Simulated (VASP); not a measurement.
**ZrC: structure and properties in VASP**

What structure does ZrC take at this level, and what are its properties? The steps: full relaxation (AM05), second relaxation, single point with fields (AM05), bands along the symmetry lines (AM05), density of states (AM05), volume scan with AM05, fit for AM05 and field gradients at the nuclei (AM05). The start is a cell from a database of measured crystal structures.

Method: AM05; plane waves and PAW (Zr_sv, C), in VASP 6.6.1.

Report form: the programs' logs are mostly left out.

## Step 1: The starting structure

Before any relaxation, the start is as follows. It takes space group Fm-3m (No. 225, cubic). Conventional cell: a = 4.700 Å, b = 4.700 Å, c = 4.700 Å, α = 90.00°, β = 90.00°, γ = 90.00°. Nearest to Zr lie 6 C at 2.35 Å. C has 6 Zr at 2.35 Å nearest. Farther neighbours are not listed.

## Step 2: Full relaxation (AM05)

Properties are meant for the cell that this level of theory prefers, so cell and atoms are relaxed first (ISIF = 3) until forces and stress are small; EDIFFG sets the threshold. AM05 is built from the electron gas and the surface model, and does well on lattice constants.

Input file INCAR:

```
SYSTEM = ZrC
PREC = Accurate
ENCUT = 520
EDIFF = 1E-06
NELM = 100
ISMEAR = 0
SIGMA = 0.05
LREAL = .FALSE.
ALGO = Normal
GGA = AM
NBANDS = 14
LASPH = .TRUE.
LORBIT = 11
LWAVE = .FALSE.
LCHARG = .FALSE.
KPAR = 2
IBRION = 2
NSW = 60
ISIF = 3
EDIFFG = -0.01
```

Input file POSCAR:

```
ZrC
1.0
    0.0000000000      2.3502110000      2.3502110000
    2.3502110000      0.0000000000      2.3502110000
    2.3502110000      2.3502110000      0.0000000000
Zr C
1 1
Direct
    0.5000000000      0.5000000000      0.5000000000
    0.0000000000      0.0000000000      0.0000000000
```

Input file KPOINTS:

```
Automatic mesh
0
Gamma
8 8 8
0 0 0
```

PAW data sets: Zr_sv and C (PBE family, release 64).

On the command line:

```console
$ mpirun -np 2 vasp_std
```

Elapsed: 13 s, on 2 MPI ranks of Intel Xeon 6975P-C (Granite Rapids), shared host; peak memory 0.31 GiB; 24 s of CPU time.

The k-mesh is coarse for a metal. The PAW data sets were made with PBE, which is usual practice but a small mismatch for other functionals. The run keeps the 48 symmetry operations of its start, so it cannot find a distortion of lower symmetry.

Step by step:

```
step  energy less that of the first step (eV)  largest force (eV/Å)  pressure (GPa)  volume (Å³)
   1                                   0.0000                0.0000           -4.94        25.96
   2                                   0.0167                0.0000            9.23        24.49
   3                                  -0.0089                0.0000           -0.05        25.41
```

```
conventional cell, symmetrised  before  after  change
                         a (Å)   4.700  4.667  -0.7 %
                         b (Å)   4.700  4.667  -0.7 %
                         c (Å)   4.700  4.667  -0.7 %
              volume (Å³/atom)   12.98  12.70  -2.1 %
```

Final coordinates:

```xyz
2
Lattice="0.0000 2.3333 2.3333 2.3333 0.0000 2.3333 2.3333 2.3333 0.0000" Properties=species:S:1:pos:R:3 pbc="T T T"
Zr    2.3333    2.3333    2.3333
C     0.0000    0.0000    0.0000
```

This step gave:

* electrons: 16
* bands: 14
* irreducible k-points: 29
* symmetry operations: 48
* free energy (TOTEN): -20.09 eV
* energy at zero smearing: -20.09 eV
* Fermi energy: 9.689 eV
* pressure: -0.05276 GPa
* metallic: yes
* SCF cycles over all ionic steps: 29

It ends with forces that vanish by symmetry and a pressure of -0.05 GPa. The volume lies -2.1 % from that of the database's start, which holds the thermal and zero-point expansion of its experiment.

## Step 3: Second relaxation

A relaxation keeps the plane waves of the cell it began with, so it is repeated from the new cell, on a basis made for it.

INCAR is that of step 2.

Input file POSCAR:

```
ZrC
1.0
    0.0000000000      2.3332811017      2.3332811017
    2.3332811017      0.0000000000      2.3332811017
    2.3332811017      2.3332811017      0.0000000000
Zr C
1 1
Direct
    0.5000000000      0.5000000000      0.5000000000
    0.0000000000      0.0000000000      0.0000000000
```

KPOINTS is that of step 2.

On the command line:

```console
$ mpirun -np 2 vasp_std
```

It took 5.4 s on 2 MPI ranks; peak memory 0.29 GiB; 9.9 s of CPU time.

Little changed from the start: no atom moved by 0.005 Å and no cell edge by 0.1 %.

This step gave:

```yaml
pressure: -0.04579 GPa
scf_cycles_over_all_ionic_steps: 13
```

It ends with forces that vanish by symmetry and a pressure of -0.05 GPa. The volume moved by under 0.01 %: the run met its threshold at the first step.

## Step 4: Single point with fields (AM05)

A single point on the relaxed cell gives a clean self-consistent state, with density, ELF and potential written out.

INCAR, as its differences from that of step 3:

```diff
@@ -14,7 +14,5 @@
 LWAVE = .FALSE.
-LCHARG = .FALSE.
-KPAR = 2
-IBRION = 2
-NSW = 60
-ISIF = 3
-EDIFFG = -0.01
+LCHARG = .TRUE.
+ISIF = 2
+LELF = .TRUE.
+LVHAR = .TRUE.
```

POSCAR is that of step 3.

KPOINTS is that of step 3.

On the command line:

```console
$ mpirun -np 2 vasp_std
```

Wall time 5.2 s (2 MPI ranks); peak memory 0.25 GiB; 9.3 s of CPU time.

Numbers from this step:

| Item | Value |
| --- | --- |
| SCF cycles | 13 |

Valence electrons inside each PAW sphere by angular momentum. Sphere charges, by row:

```
atom  s (e)  p (e)  d (e)  tot (e)
 Zr1   2.18  6.047  1.667    9.895
  C2  0.882   1.47      0    2.352
```

Valence density in the ac plane of the conventional cell at fractional y = 0.000, with atoms of Zr and C within 0.2 Å of it. It is the smooth field of the valence electrons, not physical close to the nuclei.

Ten even steps from '_' (0.2 e/Å³) to '@' (5.6 e/Å³), each cell a mean:
```
::::..__..==%%@@**::____..::
....______..==++--..______..
____________....____________
____________________________
::..________....________..::
##++..____..::::..______--**
@@##::____..::::::..__..++@@
@@**::____..::::::..__..==%%
++--..______......______..==
..________________________..
____________________________
..________..::::..________..
::..______--**##++..____..::
::::..__..++@@@@##::____..::
```
Columns run along a (4.7 Å), rows up along c (4.7 Å), edges of the conventional cell, whose origin can differ from the input's. Atoms in or near the plane, at fractional coordinates: Zr at (0.50, 0.00), Zr at (0.00, 0.50), C at (0.00, 0.00), C at (0.50, 0.50).

Electrostatic potential energy in the ac plane of the conventional cell at fractional y = 0.000, with atoms of Zr and C within 0.2 Å of it. With pseudopotentials it is smooth inside the atoms' cores, unlike the true potential.

Ten even steps from '_' (-67 eV) to '@' (1 eV), each cell a mean:
```
====@@@@**::____..==%%@@##--
**%%@@@@%%==::..--**@@@@@@##
@@@@@@@@@@%%****##@@@@@@@@@@
%%%%@@@@@@@@@@@@@@@@@@@@@@%%
--++%%@@@@@@@@%%@@@@@@@@**==
__..++%%@@%%==--**@@@@##--..
____--%%@@**==##--%%@@**..__
__..==%%@@##--====@@@@**::__
..--**@@@@@@##**%%@@@@%%==::
**##@@@@@@@@@@@@@@@@@@@@%%**
@@@@@@@@@@@@%%%%%%@@@@@@@@@@
%%@@@@@@@@**==--++%%@@@@@@@@
--**@@@@##--..__..++%%@@%%==
##--%%@@**..______--%%@@**==
```
Columns run along a (4.7 Å; values clipped at the 3rd and 97th percentile), rows up along c (4.7 Å), edges of the conventional cell, whose origin can differ from the input's. Atoms in or near the plane, at fractional coordinates: Zr at (0.50, 0.00), Zr at (0.00, 0.50), C at (0.00, 0.00), C at (0.50, 0.50).

ELF in the ac plane of the conventional cell at fractional y = 0.000, with atoms of Zr and C within 0.2 Å of it. It is the smooth field of the valence electrons, not physical close to the nuclei.

Ten even steps from '0' (0.12) to '9' (0.80), each cell a mean:
```
27933999972694
99831699831699
66510134200366
21001333321012
75105899872037
99516976883289
89726920693499
99726942793399
98316999983169
42003666651013
33210122100133
98720377510589
68832899951697
06934998972692
```
Columns run along a (4.7 Å), rows up along c (4.7 Å), edges of the conventional cell, whose origin can differ from the input's. Atoms in or near the plane, at fractional coordinates: Zr at (0.50, 0.00), Zr at (0.00, 0.50), C at (0.00, 0.00), C at (0.50, 0.50).

In this run the pressure is -0.05 GPa, small enough to go on.

## Step 5: Bands along the symmetry lines (AM05)

The mesh alone shows little of the dispersion and can miss band extrema, so KPOINTS_OPT adds a path through the symmetry points after the self-consistent cycle.

Input file INCAR:

```
SYSTEM = ZrC
PREC = Accurate
ENCUT = 520
EDIFF = 1E-06
NELM = 100
ISMEAR = 0
SIGMA = 0.05
LREAL = .FALSE.
ALGO = Normal
GGA = AM
NBANDS = 20
LASPH = .TRUE.
LORBIT = 11
LWAVE = .FALSE.
LCHARG = .FALSE.
KPAR = 2
```

POSCAR is that of step 4.

KPOINTS is that of step 4.

Input file KPOINTS_OPT:

```
Line mode
16
Line-mode
Reciprocal
  0.00000000   0.00000000   0.00000000 GAMMA
  0.50000000   0.00000000   0.50000000 X

  0.50000000   0.00000000   0.50000000 X
  0.50000000   0.25000000   0.75000000 W

  0.50000000   0.25000000   0.75000000 W
  0.37500000   0.37500000   0.75000000 K

  0.37500000   0.37500000   0.75000000 K
  0.00000000   0.00000000   0.00000000 GAMMA

  0.00000000   0.00000000   0.00000000 GAMMA
  0.50000000   0.50000000   0.50000000 L

  0.50000000   0.50000000   0.50000000 L
  0.62500000   0.25000000   0.62500000 U

  0.62500000   0.25000000   0.62500000 U
  0.50000000   0.25000000   0.75000000 W

  0.50000000   0.25000000   0.75000000 W
  0.50000000   0.50000000   0.50000000 L

  0.50000000   0.50000000   0.50000000 L
  0.37500000   0.37500000   0.75000000 K

  0.62500000   0.25000000   0.62500000 U
  0.50000000   0.00000000   0.50000000 X
```

On the command line:

```console
$ mpirun -np 2 vasp_std
```

Wall time 17 s (2 MPI ranks); peak memory 0.31 GiB; 33 s of CPU time.

This step gave:

| Quantity | Value |
| --- | --- |
| SCF cycles | 12 |
| bands | 20 |
| pressure | -0.05907 GPa |

Electronic bands along the path, in eV, zero at the Fermi level; # counts the bands kept:

```
          point      #1     #2     #3     #4     #5    #6    #7    #8
              Γ  -11.27   1.03   1.03   1.03   1.13  1.13  1.13  2.93
0.53 of the way   -9.92  -3.34  -0.79  -0.30  -0.30  3.79  5.04  5.04
              X  -10.09  -1.98  -1.84   0.16   0.16  4.65  5.91  5.91
0.53 of the way   -9.72  -2.19  -2.14  -1.55   1.39  5.20  5.92  6.12
              W   -9.35  -2.63  -2.32  -2.32   3.41  3.41  5.92  7.31
0.47 of the way   -9.39  -2.87  -2.27  -1.96   2.32  4.39  5.85  7.32
              K   -9.43  -3.05  -2.23  -1.53   1.56  5.08  5.61  7.64
0.47 of the way   -9.37  -3.62  -2.39  -1.90   2.56  3.79  4.58  5.72
              Γ  -11.27   1.03   1.03   1.03   1.13  1.13  1.13  2.93
0.53 of the way   -9.80  -2.98  -1.90  -1.90   2.83  2.83  3.00  7.36
              L   -8.03  -5.37  -2.95  -2.95   4.69  4.69  5.54  6.59
0.47 of the way   -8.56  -4.63  -2.60  -2.54   3.44  4.65  5.17  8.30
              U   -9.43  -3.05  -2.23  -1.53   1.56  5.08  5.61  7.64
0.47 of the way   -9.40  -2.91  -2.26  -1.89   2.17  4.52  5.83  7.37
              W   -9.35  -2.63  -2.32  -2.32   3.41  3.41  5.92  7.31
0.53 of the way   -8.69  -4.41  -2.53  -2.44   3.55  4.04  5.44  8.36
              L   -8.03  -5.37  -2.95  -2.95   4.69  4.69  5.54  6.59
0.47 of the way   -8.56  -4.63  -2.60  -2.54   3.44  4.65  5.17  8.30
              K   -9.43  -3.05  -2.23  -1.53   1.56  5.08  5.61  7.64
      jump to U   -9.43  -3.05  -2.23  -1.53   1.56  5.08  5.61  7.64
0.53 of the way   -9.93  -2.11  -2.05  -0.41   0.42  5.52  5.72  5.86
              X  -10.09  -1.98  -1.84   0.16   0.16  4.65  5.91  5.91
```

Of the projections kept (Zr, C), the largest for each band there; the rest of the weight can lie on other orbitals:

```
point      #1       #2       #3       #4       #5       #6       #7       #8
    Γ  C 0.71   C 0.96   C 0.96   C 0.96  Zr 1.00  Zr 1.00  Zr 1.00  Zr 1.00
    X  C 0.69   C 0.66  Zr 1.00   C 0.86   C 0.86  Zr 1.00  Zr 1.00  Zr 1.00
    W  C 0.72   C 0.51  Zr 0.57  Zr 0.57  Zr 0.68  Zr 0.68  Zr 1.00  Zr 0.94
    K  C 0.71  Zr 0.62   C 0.53   C 0.53  Zr 0.70  Zr 1.00  Zr 0.81  Zr 0.83
    Γ  C 0.71   C 0.96   C 0.96   C 0.96  Zr 1.00  Zr 1.00  Zr 1.00  Zr 1.00
    L  C 0.83  Zr 0.63  Zr 0.59  Zr 0.59  Zr 0.96  Zr 0.96  Zr 0.75  Zr 0.57
```

There is no gap at this level.

Of the bands kept, 4 cross the Fermi level on this path.

## Step 6: Density of states (AM05)

Here the states are counted by energy and projected on the atoms. The mesh is finer than in the run before.

INCAR, as its differences from that of step 5:

```diff
@@ -5,3 +5,3 @@
 NELM = 100
-ISMEAR = 0
+ISMEAR = -5
 SIGMA = 0.05
@@ -16 +16,2 @@
 KPAR = 2
+NEDOS = 2001
```

POSCAR is that of step 5.

Input file KPOINTS:

```
Automatic mesh
0
Gamma
12 12 12
0 0 0
```

On the command line:

```console
$ mpirun -np 2 vasp_std
```

The job ended after 11 s (2 MPI ranks; peak memory 0.33 GiB; 20 s of CPU time).

With tetrahedra the forces and stress of a metal are not exact derivatives of the energy.

This step gave:

- irreducible k-points: 72
- Fermi energy: 9.791 eV
- pressure: -0.06695 GPa
- DOS at the Fermi level: 0.2114 states/eV/cell

The density of states has structure finer than the step of the table below, so its rows give means over 1 eV, whole bins alone (the curve runs from -12.0 to 2.8 eV). Peaks (eV: height): total -9.4: 1.67, -2.4: 5.37; Zr d -9.4: 0.165, -2.4: 1.29; C p -2.4: 1.25; Zr p -9.0: 0.0817, -2.4: 0.320; Zr s -9.8: 0.0469, -4.2: 0.078.

States under -12.0 eV and over 2.8 eV are left out. Density of states against energy, zero at the Fermi level; means over each step; values in states/eV/cell:

```
energy (eV)   total     Zr d      C p     Zr p     Zr s      C s
        -11  0.0859   1.9e-4   2.4e-4  0.00179   0.0104   0.0305
        -10   0.739   0.0614  0.00202   0.0233   0.0335    0.299
         -9    1.13   0.0880  0.00324   0.0580   0.0194    0.487
         -8  0.0542  0.00134   1.6e-4  0.00437   4.5e-4   0.0248
         -7       0        0        0        0        0        0
         -6  2.3e-5   3.9e-6   3.9e-6        0   2.0e-6        0
         -5   0.243   0.0440   0.0458  0.00309   0.0242  0.00280
         -4   0.932    0.179    0.199   0.0216   0.0686   0.0106
         -3    1.54    0.400    0.380   0.0518   0.0287  0.00933
         -2    2.52    0.702    0.606    0.102  0.00619  0.00726
         -1   0.657    0.170    0.191   0.0178  0.00213  0.00207
          0   0.275   0.0649   0.0814  0.00857   8.2e-4   6.6e-4
          1   0.505    0.217   0.0849  0.00661  0.00325  0.00233
          2   0.692    0.360   0.0874  0.00366  0.00530  0.00423
```

The finer mesh and the other smearing move the Fermi level by +0.10 eV from the 8×8×8 run, one measure of the sampling error in the zero of the bands above. Of the states within 0.3 eV of the Fermi level, the largest shares in the PAW spheres are C p 31 % and Zr d 22 %. The rest lies in smaller channels or between the spheres.

## Step 7: Volume scan with AM05

An equation of state needs energies on both sides of the minimum, all on one mesh and cutoff.

Input file INCAR:

```
SYSTEM = ZrC
PREC = Accurate
ENCUT = 520
EDIFF = 1E-06
NELM = 100
ISMEAR = 0
SIGMA = 0.05
LREAL = .FALSE.
ALGO = Normal
GGA = AM
NBANDS = 14
LASPH = .TRUE.
LORBIT = 11
LWAVE = .FALSE.
LCHARG = .FALSE.
KPAR = 2
ISIF = 2
```

Input file POSCAR:

```
ZrC
1.0
    0.0000000000      2.2856497550      2.2856497550
    2.2856497550      0.0000000000      2.2856497550
    2.2856497550      2.2856497550      0.0000000000
Zr C
1 1
Direct
    0.5000000000      0.5000000000      0.5000000000
    0.0000000000      0.0000000000      0.0000000000
```

Input file KPOINTS:

```
Automatic mesh
0
Gamma
8 8 8
0 0 0
```

On the command line:

```console
$ mpirun -np 2 vasp_std
```

Wall time 3.6 s (2 MPI ranks); peak memory 0.25 GiB.

The scan keeps the cell's shape and the fractional positions fixed.

Numbers from this step:

```
SCF cycles              : 13
bands                   : 14
irreducible k-points    : 29
free energy (TOTEN)     : -20.02 eV
energy at zero smearing : -20.02 eV
Fermi energy            : 10.42 eV
pressure                : 16.40 GPa
```

The pressure here is 16.40 GPa.

## Step 8: Volume scan with AM05 (run 2)

INCAR is that of step 7.

Input file POSCAR:

```
ZrC
1.0
    0.0000000000      2.3017464103      2.3017464103
    2.3017464103      0.0000000000      2.3017464103
    2.3017464103      2.3017464103      0.0000000000
Zr C
1 1
Direct
    0.5000000000      0.5000000000      0.5000000000
    0.0000000000      0.0000000000      0.0000000000
```

KPOINTS is that of step 7.

On the command line:

```console
$ mpirun -np 2 vasp_std
```

Run time: 3.6 s. Hardware: 2 MPI ranks; peak memory 0.26 GiB.

This step gave:

- free energy (TOTEN): -20.06 eV
- energy at zero smearing: -20.06 eV
- Fermi energy: 10.17 eV
- pressure: 10.37 GPa

The pressure falls from 16.40 to 10.37 GPa.

The run ends at a pressure of 10.37 GPa.

## Step 9: Volume scan with AM05 (run 3)

INCAR is that of step 8.

Input file POSCAR:

```
ZrC
1.0
    0.0000000000      2.3176210251      2.3176210251
    2.3176210251      0.0000000000      2.3176210251
    2.3176210251      2.3176210251      0.0000000000
Zr C
1 1
Direct
    0.5000000000      0.5000000000      0.5000000000
    0.0000000000      0.0000000000      0.0000000000
```

KPOINTS is that of step 8.

On the command line:

```console
$ mpirun -np 2 vasp_std
```

Elapsed: 3.6 s, on 2 MPI ranks; peak memory 0.26 GiB.

The pressure falls from 10.37 to 4.91 GPa.

The run ends at a pressure of 4.91 GPa.

## Step 10: Volume scan with AM05 (run 4)

INCAR is that of step 9.

Input file POSCAR:

```
ZrC
1.0
    0.0000000000      2.3332811017      2.3332811017
    2.3332811017      0.0000000000      2.3332811017
    2.3332811017      2.3332811017      0.0000000000
Zr C
1 1
Direct
    0.5000000000      0.5000000000      0.5000000000
    0.0000000000      0.0000000000      0.0000000000
```

KPOINTS is that of step 9.

On the command line:

```console
$ mpirun -np 2 vasp_std
```

It took 5.4 s on 2 MPI ranks; peak memory 0.29 GiB; 9.7 s of CPU time.

The pressure falls from 4.91 to -0.05 GPa.

The run ends at a pressure of -0.05 GPa.

[end of part 1 of 2]

[Lines on the potential files, build, host, timing and source positions are cut from VASP's logs without a mark.]

[Logs are printed without paths, hosts, clocks, repeated set-up lines and the standing remarks that a program may print on its own settings, such as how far it seeks lower states.]

[Hosts, paths, dates, database ids (printed as entryN), source tags and the programs' standing remarks are cut or masked in the printed files.]

[A measured line is paired with the nearest computed mode of its activity, which favours agreement.]
